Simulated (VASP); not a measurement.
The system is KBr.

```
K Br
1.0
     0.00000    3.30698    3.30698
     3.30698    0.00000    3.30698
     3.30698    3.30698    0.00000
K Br
1 1
Direct
  0.00000 0.00000 0.00000
  0.50000 0.50000 0.50000
```

The cell was built by a generator and needn't be a form met in nature.

* Program: VASP 6.6.1
* Task: relaxation of cell and atoms
* Functional: PBE
* Potentials or basis: VASP PAW PBE potentials, release 64 (K_sv, Br)
* Cutoff: 600 eV
* k mesh: 5 × 5 × 5
* Occupations: fermi-dirac, width 0.0127 eV
* Spin: no spin polarisation

At the start: pressure 0.7 GPa; volume 36.17 Å³/atom.

Problem. Where does the relaxation end?

Solution. Over 4 steps the energy falls by 3.2 meV/atom and the volume is 37.80 Å³/atom (+4.5 %); space group Fm-3m (No. 225, to 0.05 Å).

The path:
```tsv
step	energy change (eV)	largest force (eV/Å)	pressure (GPa)	volume (Å³)
1	0.0000	0.0000	0.66	72.33
2	-0.0048	0.0000	0.32	73.91
3	-0.0063	0.0000	-0.09	76.08
4	-0.0064	0.0000	-0.01	75.60
```

Final structure:
```xyz
2
Lattice="0.0000 3.3560 3.3560 3.3560 0.0000 3.3560 3.3560 3.3560 0.0000" Properties=species:S:1:pos:R:3 pbc="T T T"
K     0.0000    0.0000    0.0000
Br    3.3560    3.3560    3.3560
```
